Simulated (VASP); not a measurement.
These are LDA (Ceperley-Alder, Perdew-Zunger), VASP's LDA PAW potentials (set 64) (plane waves; VASP) values and carry that method's errors.

The input files of a VASP run:

### INCAR
```
! general
SYSTEM  = Re2P
PREC    = Accurate
ENCUT   = 300   ! plane-wave cut-off (eV)
LREAL   = .False.
LASPH   = .True.   ! aspherical one-centre terms

! electronic loop
EDIFF   = 1E-6   ! SCF stop (eV)
NELM    = 100   ! most electronic steps
ALGO    = Normal
LMAXMIX = 6

! smearing
ISMEAR  = -1   ! Fermi-Dirac
SIGMA   = 0.1   ! width (eV)

! ions
ISIF    = 2

! output
LWAVE   = .False.
LCHARG  = .False.
```

File KPOINTS:
```
Automatic mesh
0
G
  5 5 4
```

File POSCAR:
```
Re2P
1
    4.0425170000     0.0000000000     0.0000000000
   -2.0212590000     3.5009230000     0.0000000000
    0.0000000000     0.0000000000     4.9531940000
P Re
2 4
Direct
  0.3333330000   0.6666670000   0.2500000000
  0.6666670000   0.3333330000   0.7500000000
  0.0000000000   0.0000000000   0.0000000000
  0.0000000000   0.0000000000   0.5000000000
  0.3333330000   0.6666670000   0.7500000000
  0.6666670000   0.3333330000   0.2500000000
```

POTCAR, in this order: P Re (LDA.64 set). Program: vasp_std.

What VASP printed:

### OSZICAR
```
       N       E                     dE             d eps       ncg     rms          rms(c)
DAV:   1     0.201142140463E+03    0.20114E+03   -0.12519E+04  1067   0.116E+03
DAV:   2    -0.328625203046E+02   -0.23400E+03   -0.22653E+03  1035   0.721E+02
DAV:   3    -0.628856866152E+02   -0.30023E+02   -0.29188E+02  1228   0.182E+02
DAV:   4    -0.651714083453E+02   -0.22857E+01   -0.21848E+01  1212   0.442E+01
DAV:   5    -0.654335198887E+02   -0.26211E+00   -0.25646E+00  1166   0.109E+01    0.892E+01
DAV:   6    -0.635226139924E+02    0.19109E+01   -0.78297E+00  1332   0.265E+01    0.440E+01
DAV:   7    -0.639875668945E+02   -0.46495E+00   -0.12884E+01  1316   0.361E+01    0.155E+01
DAV:   8    -0.628646863683E+02    0.11229E+01   -0.56235E+00  1277   0.263E+01    0.459E+00
DAV:   9    -0.628858193793E+02   -0.21133E-01   -0.38179E-01  1260   0.502E+00    0.157E+00
DAV:  10    -0.628757711739E+02    0.10048E-01   -0.58084E-02  1236   0.302E+00    0.531E-01
DAV:  11    -0.628759570042E+02   -0.18583E-03   -0.25215E-03  1140   0.508E-01    0.347E-01
DAV:  12    -0.628758602409E+02    0.96763E-04   -0.15723E-03  1348   0.449E-01    0.432E-02
DAV:  13    -0.628758442956E+02    0.15945E-04   -0.19617E-04  1300   0.144E-01    0.395E-02
DAV:  14    -0.628758436439E+02    0.65174E-06   -0.13974E-05   852   0.324E-02    0.737E-03
DAV:  15    -0.628758439391E+02   -0.29528E-06   -0.38846E-06   660   0.245E-02
   1 F= -.62875844E+02 E0= -.62779936E+02  d E =-.191815E+00
```

File OUTCAR:
```
------------------------ aborting loop because EDIFF is reached ----------------------------------------
  FORCE on cell =-STRESS in cart. coord.  units (eV):
  Direction    XX          YY          ZZ          XY          YZ          ZX
  --------------------------------------------------------------------------------------
  Total       28.0459216     28.0459310     24.9474817     -0.0000040      0.0000000      0.0000000
  in kB      641.0037149    641.0039283    570.1873046     -0.0000915      0.0000000      0.0000000
  external PRESSURE =     617.3983159 kB  Pullay stress =       0.0000000 kB
  volume of cell :       70.10
      direct lattice vectors                 reciprocal lattice vectors
     4.042517000  0.000000000  0.000000000     0.247370636  0.142819515  0.000000000
    -2.021259000  3.500923000  0.000000000     0.000000000  0.285638959  0.000000000
     0.000000000  0.000000000  4.953194000     0.000000000  0.000000000  0.201889932
 POSITION                                       TOTAL-FORCE (eV/Angst)
 -----------------------------------------------------------------------------------
     -0.00000      2.33395      1.23830         0.000000      0.000000      0.000000
      2.02126      1.16697      3.71490         0.000000     -0.000000      0.000000
      0.00000      0.00000      0.00000         0.000000      0.000000      0.000000
      0.00000      0.00000      2.47660         0.000000      0.000000      0.000000
     -0.00000      2.33395      3.71490         0.000000     -0.000000      0.000000
      2.02126      1.16697      1.23830        -0.000000      0.000000      0.000000
 -----------------------------------------------------------------------------------
    total drift:                               -0.000042      0.000024      0.000007
  FREE ENERGIE OF THE ION-ELECTRON SYSTEM (eV)
  ---------------------------------------------------
  free  energy   TOTEN  =       -62.8758439391 eV

  energy  without entropy=      -62.6840289312  energy(sigma->0) =      -62.77993644
```
(Selected blocks of OUTCAR.)

At this cut-off the stress carries a Pulay error, which pulls relaxed volumes low.

The structure was generated: Re2P was put into an ordered model structure, which need not be its known phase. The cell was not relaxed at this level. The k-mesh is coarse (spacing up to 0.36 per Å, 2π included), so the numbers may not be converged in it. The run is one of a series of settings (GGA removed, POTCAR P Re (LDA.64 set) against the base run), some of them coarse on purpose.
